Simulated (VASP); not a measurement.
Consider the following.

```yaml
crystal:
  lattice:
    - [0.00000, 2.69101, 2.69101]
    - [2.69101, 0.00000, 2.69101]
    - [2.69101, 2.69101, 0.00000]
  atoms:
    - { symbol: Si, position: [0.00000, 0.00000, 0.00000] }
    - { symbol: Si, position: [0.25000, 0.25000, 0.25000] }
```

Computed with AM05 GGA, VASP's PBE PAW potentials (set 64) (plane waves; VASP 6.6.1). Run with 520 eV cut-off, 8×8×8 Γ-centred mesh, Gaussian smearing of 0.050 eV, potentials Si.

Problem. Give the stress tensor in GPa (positive for a compressed cell).

Solution. 
```
3.03  0.00  0.00
0.00  3.03  0.00
0.00  0.00  3.03
```
The pressure is its mean diagonal, 3.03 GPa.

The compound is Si in the diamond structure. This cell is one point of a volume scan, at 0.97 of the reference volume.
